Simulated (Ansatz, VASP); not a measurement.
# Cross-check of SiC between VASP and Ansatz

One calculation is typed for both programs; each brings its own data sets. How far apart do they land? The cell is taken from a series of runs on this material, whose earlier steps may have relaxed, scaled, displaced or heated it; both programs get it as it stands.

Calculated with Ansatz 0.2.0; plane waves, with VASP 6.6.1 beside it; zone-centre phonons at PBE.

## Step 1: The structure

It takes space group P6_3mc (No. 186, hexagonal). The conventional cell has a = 3.084 Å, b = 3.084 Å, c = 10.095 Å, α = 90.00°, β = 90.00°, γ = 120.00°. C has 4 Si at 1.89 to 1.90 Å nearest. Nearest to C lie 4 Si at 1.89 Å. Nearest to Si lie 4 C at 1.89 to 1.90 Å. Nearest to Si lie 4 C at 1.89 Å. Farther neighbours are not listed.

## Step 2: VASP: zone-centre phonons, PBE

Second derivatives magnify differences that forces hide, and they need a tight electronic threshold.

Lines of VASP's logs that name or quote its potential files are left out, and so is its time.

Input file INCAR:

```
SYSTEM = SiC
PREC = Accurate
ENCUT = 600
EDIFF = 1E-08
NELM = 120
ISMEAR = 0
SIGMA = 0.01
LREAL = .FALSE.
ALGO = Normal
GGA = PE
NBANDS = 24
LORBIT = 11
LWAVE = .FALSE.
LCHARG = .FALSE.
ISIF = 2
IBRION = 8
LEPSILON = .TRUE.
LASPH = .TRUE.
GGA_COMPAT = .FALSE.
EFERMI = MIDGAP
KPAR = 2
```

Input file POSCAR:

```
SiC
1.0
    3.0838250234      0.0000000000      0.0000000000
   -1.5419125117      2.6706708111      0.0000000000
    0.0000000000      0.0000000000     10.0949375657
C Si
4 4
Direct
    0.6666666666      0.3333333332      0.7498082385
    0.3333333332      0.6666666666      0.2498082385
    0.9999999999      0.9999999999      0.5004460217
    0.9999999999      0.9999999999      0.0004460217
    0.6666666666      0.3333333332      0.9378380394
    0.3333333332      0.6666666666      0.4378380394
    0.9999999999      0.9999999999      0.6879067004
    0.9999999999      0.9999999999      0.1879067004
```

Input file KPOINTS:

```
Automatic mesh
0
Gamma
9 9 4
0 0 0
```

The projector-augmented-wave data sets are C and Si (PBE family, release 64).

Run with:

```sh
> mpirun -np 2 vasp_std
```

Numbers of over 12 decimals in the logs are rounded to 6 here.

The program printed:

```text
[banner, memory and clock lines left out]
running    2 mpi-ranks, on    1 nodes
 distrk:  each k-point on    1 cores,    2 groups
 distr:  one band on    1 cores,    1 groups

 POSCAR found type information on POSCAR C Si
 POSCAR found :  2 types and       8 ions
 LDA part: xc-table for (Slater+PW92), standard interpolation
 POSCAR, INCAR and KPOINTS ok, starting setup
 FFT: planning ... GRIDC
 FFT: planning ... GRID_SOFT
 FFT: planning ... GRID
 WAVECAR not read
 entering main loop
       N       E                     dE             d eps       ncg     rms          rms(c)
DAV:   1     0.860854940410E+02    0.86085E+02   -0.16006E+04  1728   0.136E+03
DAV:   2    -0.599545300191E+02   -0.14604E+03   -0.13437E+03  2344   0.205E+02
DAV:   3    -0.675085803238E+02   -0.75541E+01   -0.74986E+01  2296   0.459E+01
DAV:   4    -0.676132172522E+02   -0.10464E+00   -0.10454E+00  2264   0.628E+00
DAV:   5    -0.676152623860E+02   -0.20451E-02   -0.20448E-02  2280   0.831E-01    0.175E+01
DAV:   6    -0.604453801728E+02    0.71699E+01   -0.21243E+01  2208   0.208E+01    0.784E+00
DAV:   7    -0.602805026620E+02    0.16488E+00   -0.20397E+00  2400   0.664E+00    0.337E+00
DAV:   8    -0.602501114998E+02    0.30391E-01   -0.11604E-01  2136   0.172E+00    0.980E-01
DAV:   9    -0.602476160874E+02    0.24954E-02   -0.16806E-02  2256   0.732E-01    0.163E-01
DAV:  10    -0.602481075722E+02   -0.49148E-03   -0.14002E-03  2272   0.196E-01    0.784E-02
DAV:  11    -0.602481865130E+02   -0.78941E-04   -0.20589E-04  2224   0.928E-02    0.160E-02
DAV:  12    -0.602481887697E+02   -0.22567E-05   -0.83871E-06  2240   0.166E-02    0.575E-03
DAV:  13    -0.602481896990E+02   -0.92931E-06   -0.55273E-07  2304   0.431E-03    0.192E-03
DAV:  14    -0.602481899049E+02   -0.20594E-06   -0.24777E-08  1816   0.102E-03    0.119E-03
DAV:  15    -0.602481899038E+02    0.11310E-08   -0.15449E-08  1672   0.743E-04
   1 F= -.60248190E+02 E0= -.60248190E+02  d E =0.000000E+00
 Linear response reoptimize wavefunctions to high precision
DAV:   1    -0.602481898889E+02    0.14866E-07   -0.43747E-09  1752   0.379E-04
DAV:   2    -0.602481898889E+02   -0.45475E-11   -0.62125E-10  1424   0.160E-04
 Linear response G [H, r] |phi>, progress :
  Direction:   1
       N       E                     dE             d eps       ncg     rms
RMM:   1    -0.149906235021E+03   -0.14991E+03    0.43997E+01  4465   0.756E+01
RMM:   2    -0.103150326111E+03    0.46756E+02   -0.15483E+01  2983   0.221E+01
RMM:   3    -0.103302724634E+03   -0.15240E+00   -0.34626E-01  3136   0.298E+00
RMM:   4    -0.103303016762E+03   -0.29213E-03   -0.15910E-02  3300   0.528E-01
RMM:   5    -0.103302724085E+03    0.29268E-03   -0.16998E-03  3264   0.111E-01
RMM:   6    -0.103302642482E+03    0.81603E-04   -0.15733E-04  3360   0.287E-02
RMM:   7    -0.103302632325E+03    0.10157E-04    0.25308E-06  3296   0.949E-03
RMM:   8    -0.103302627434E+03    0.48915E-05    0.78657E-05  3408   0.510E-03
RMM:   9    -0.103302626784E+03    0.64983E-06    0.13344E-04  3332   0.398E-03
RMM:  10    -0.103302627494E+03   -0.71001E-06   -0.44181E-05  3024   0.369E-03
RMM:  11    -0.103302627304E+03    0.18974E-06    0.19694E-04  2791   0.354E-03
RMM:  12    -0.103302627196E+03    0.10823E-06    0.13478E-04  2732   0.351E-03
RMM:  13    -0.103302627247E+03   -0.50948E-07    0.21388E-04  2615   0.350E-03
 Linear response G [H, r] |phi>, progress :
  Direction:   2
       N       E                     dE             d eps       ncg     rms
RMM:   1    -0.171558930750E+03   -0.17156E+03   -0.28027E+02  4328   0.723E+01
RMM:   2    -0.130097667541E+03    0.41461E+02   -0.11984E+01  2969   0.204E+01
RMM:   3    -0.130279390655E+03   -0.18172E+00   -0.18577E-01  3096   0.259E+00
RMM:   4    -0.130285147832E+03   -0.57572E-02    0.57839E-03  3285   0.430E-01
RMM:   5    -0.130286247514E+03   -0.10997E-02    0.19421E-03  3268   0.832E-02
RMM:   6    -0.130286407318E+03   -0.15980E-03    0.68405E-04  3328   0.202E-02
RMM:   7    -0.130286437732E+03   -0.30413E-04    0.40841E-04  3294   0.731E-03
RMM:   8    -0.130286432536E+03    0.51958E-05    0.50841E-04  3358   0.474E-03
RMM:   9    -0.130286430489E+03    0.20470E-05    0.59787E-04  3290   0.421E-03
RMM:  10    -0.130286432576E+03   -0.20870E-05    0.51076E-04  2909   0.408E-03
RMM:  11    -0.130286431241E+03    0.13345E-05    0.55829E-04  2702   0.403E-03
RMM:  12    -0.130286429310E+03    0.19315E-05    0.57094E-04  2601   0.402E-03
 Linear response G [H, r] |phi>, progress :
  Direction:   3
       N       E                     dE             d eps       ncg     rms
RMM:   1    -0.176397227792E+03   -0.17640E+03   -0.20005E+02  4423   0.748E+01
RMM:   2    -0.116503473111E+03    0.59894E+02   -0.16503E+01  2942   0.221E+01
RMM:   3    -0.116619013894E+03   -0.11554E+00   -0.31208E-01  3082   0.292E+00
RMM:   4    -0.116620433063E+03   -0.14192E-02    0.55801E-03  3250   0.490E-01
RMM:   5    -0.116621377699E+03   -0.94464E-03    0.59687E-03  3249   0.980E-02
[...]
force on displaced ion       1 direction 3 :   0.000  -0.000 -26.292
 Born effective charge ion    1 direction 3 :   0.000   0.000  -2.731
 Linear response progress:
  Degree of freedom:   3/  8
       N       E                     dE             d eps       ncg     rms          rms(c)
RMM:   1    -0.127866375699E+00   -0.12787E+00    0.68823E-02 16560   0.170E+00
[...]
first order change of Fermi-energy   0.33196E+00
 force on displaced ion       3 direction 3 :   0.000   0.000 -26.734
 Born effective charge ion    3 direction 3 :   0.000   0.000  -2.801
 Linear response progress:
  Degree of freedom:   5/  8
       N       E                     dE             d eps       ncg     rms          rms(c)
RMM:   1    -0.179688237560E-01   -0.17969E-01   -0.23198E-03 19401   0.791E-01
RMM:   2    -0.146874389603E-01    0.32814E-02   -0.11828E-03 12970   0.212E-01    0.125E-01
RMM:   3    -0.145885581526E-01    0.98881E-04    0.19075E-04 13603   0.536E-02    0.729E-02
RMM:   4    -0.146267159713E-01   -0.38158E-04    0.20556E-04 12869   0.539E-02    0.845E-03
RMM:   5    -0.146231436764E-01    0.35723E-05   -0.25471E-05 13813   0.115E-02    0.256E-03
RMM:   6    -0.146183226662E-01    0.48210E-05    0.35272E-06 14038   0.279E-03    0.101E-03
RMM:   7    -0.146171795278E-01    0.11431E-05    0.13634E-06 14412   0.541E-04    0.139E-04
RMM:   8    -0.146169669388E-01    0.21259E-06    0.20292E-08 14446   0.165E-04    0.337E-05
RMM:   9    -0.146170524715E-01   -0.85533E-07    0.16693E-07 14505   0.693E-05    0.802E-06
RMM:  10    -0.146170487001E-01    0.37714E-08    0.20484E-07 14956   0.347E-05    0.314E-06
RMM:  11    -0.146170390626E-01    0.96375E-08    0.20817E-07 14599   0.274E-05    0.642E-07
RMM:  12    -0.146170406032E-01   -0.15407E-08    0.14530E-07 13487   0.241E-05    0.231E-07
RMM:  13    -0.146170399883E-01    0.61491E-09    0.14360E-07 11195   0.235E-05    0.692E-08
 first order change of Fermi-energy  -0.41324E+00
 force on displaced ion       5 direction 1 : -19.655  -0.000   0.000
 Born effective charge ion    5 direction 1 :   2.663  -0.000   0.000
 Linear response progress:
  Degree of freedom:   6/  8
       N       E                     dE             d eps       ncg     rms          rms(c)
RMM:   1    -0.441566945532E-01   -0.44157E-01    0.47986E-02  5721   0.122E+00
RMM:   2    -0.352986514868E-01    0.88580E-02   -0.41159E-03  3447   0.379E-01    0.148E-01
RMM:   3    -0.346848163353E-01    0.61384E-03   -0.96138E-04  3723   0.108E-01    0.862E-02
RMM:   4    -0.344222510390E-01    0.26257E-03   -0.81359E-04  3839   0.856E-02    0.275E-02
RMM:   5    -0.343918944010E-01    0.30357E-04   -0.16465E-04  3779   0.293E-02    0.671E-03
RMM:   6    -0.343965142222E-01   -0.46198E-05   -0.26299E-05  3709   0.948E-03    0.300E-03
RMM:   7    -0.343962672916E-01    0.24693E-06    0.76438E-06  3744   0.311E-03    0.118E-03
RMM:   8    -0.343993853566E-01   -0.31181E-05    0.53195E-06  3766   0.137E-03    0.315E-04
RMM:   9    -0.343997487445E-01   -0.36339E-06    0.17894E-06  3877   0.281E-04    0.145E-04
RMM:  10    -0.343998587613E-01   -0.11002E-06   -0.24321E-07  3762   0.202E-04    0.282E-05
RMM:  11    -0.343998503448E-01    0.84165E-08   -0.10850E-06  3865   0.706E-05    0.930E-06
RMM:  12    -0.343998462680E-01    0.40768E-08    0.12495E-08  3851   0.351E-05    0.458E-06
 first order change of Fermi-energy  -0.33193E+00
 force on displaced ion       5 direction 3 :  -0.000  -0.000 -30.101
 Born effective charge ion    5 direction 3 :   0.000   0.000   2.626
 Linear response progress:
  Degree of freedom:   7/  8
       N       E                     dE             d eps       ncg     rms          rms(c)
RMM:   1    -0.181271479640E-01   -0.18127E-01   -0.25389E-03 19345   0.797E-01
RMM:   2    -0.147941844765E-01    0.33330E-02   -0.17955E-03 12959   0.215E-01    0.125E-01
RMM:   3    -0.147012688593E-01    0.92916E-04   -0.39847E-04 13609   0.541E-02    0.728E-02
RMM:   4    -0.147434321206E-01   -0.42163E-04   -0.41189E-04 12885   0.539E-02    0.840E-03
RMM:   5    -0.146761524097E-01    0.67280E-04    0.64749E-06 13863   0.115E-02    0.258E-03
RMM:   6    -0.146754616769E-01    0.69073E-06   -0.61306E-06 14057   0.279E-03    0.992E-04
RMM:   7    -0.146739518413E-01    0.15098E-05   -0.14499E-06 14436   0.528E-04    0.146E-04
RMM:   8    -0.146734140596E-01    0.53778E-06    0.75025E-08 14439   0.165E-04    0.335E-05
RMM:   9    -0.146735544028E-01   -0.14034E-06   -0.29095E-07 14532   0.674E-05    0.758E-06
RMM:  10    -0.146735395464E-01    0.14856E-07   -0.21225E-07 14999   0.329E-05    0.334E-06
RMM:  11    -0.146735353389E-01    0.42075E-08   -0.18690E-07 14657   0.252E-05    0.624E-07
RMM:  12    -0.146735294331E-01    0.59058E-08   -0.19315E-07 13528   0.220E-05    0.259E-07
RMM:  13    -0.146735291762E-01    0.25692E-09   -0.18084E-07 11299   0.213E-05    0.739E-08
 first order change of Fermi-energy   0.43327E+00
 force on displaced ion       7 direction 1 : -19.845  -0.001   0.000
 Born effective charge ion    7 direction 1 :   2.671  -0.000  -0.000
 Linear response progress:
  Degree of freedom:   8/  8
       N       E                     dE             d eps       ncg     rms          rms(c)
RMM:   1    -0.462245449707E-01   -0.46225E-01    0.28413E-02  5768   0.122E+00
RMM:   2    -0.353811251705E-01    0.10843E-01   -0.54236E-03  3461   0.386E-01    0.149E-01
RMM:   3    -0.345734416677E-01    0.80768E-03   -0.60957E-04  3736   0.111E-01    0.868E-02
RMM:   4    -0.342427392318E-01    0.33070E-03    0.63026E-05  3845   0.872E-02    0.283E-02
RMM:   5    -0.342793911248E-01   -0.36652E-04    0.53921E-05  3802   0.305E-02    0.714E-03
RMM:   6    -0.343042340827E-01   -0.24843E-04    0.84422E-06  3710   0.997E-03    0.317E-03
RMM:   7    -0.343066259646E-01   -0.23919E-05    0.17734E-05  3765   0.337E-03    0.126E-03
RMM:   8    -0.343099339361E-01   -0.33080E-05    0.16163E-05  3763   0.142E-03    0.368E-04
RMM:   9    -0.343097904498E-01    0.14349E-06    0.17253E-05  3860   0.310E-04    0.147E-04
RMM:  10    -0.343098098136E-01   -0.19364E-07    0.18582E-05  3776   0.206E-04    0.302E-05
RMM:  11    -0.343101621016E-01   -0.35229E-06    0.15178E-05  3866   0.789E-05    0.976E-06
RMM:  12    -0.343108149269E-01   -0.65283E-06    0.79632E-06  3893   0.380E-05    0.453E-06
RMM:  13    -0.343109374601E-01   -0.12253E-06    0.67563E-06  3966   0.321E-05    0.218E-06
RMM:  14    -0.343109584380E-01   -0.20978E-07    0.66617E-06  3914   0.271E-05    0.460E-07
RMM:  15    -0.343108559865E-01    0.10245E-06    0.77325E-06  3531   0.260E-05    0.155E-07
RMM:  16    -0.343108516311E-01    0.43554E-08    0.78687E-06  3058   0.257E-05    0.662E-08
 first order change of Fermi-energy  -0.15434E+00
 force on displaced ion       7 direction 3 :   0.000   0.000 -30.223
 Born effective charge ion    7 direction 3 :   0.000   0.000   2.907
 Born effective charges drift removed
 Linear response finished
```

(Continued in part 2 of 3.)

[Lines on the potential files, build, host, timing and source positions are cut from VASP's logs without a mark.]

[Logs are printed without paths, hosts, clocks, repeated set-up lines and the standing remarks that a program may print on its own settings, such as how far it seeks lower states.]

[Hosts, paths, dates, database ids (printed as entryN), source tags and the programs' standing remarks are cut or masked in the printed files.]
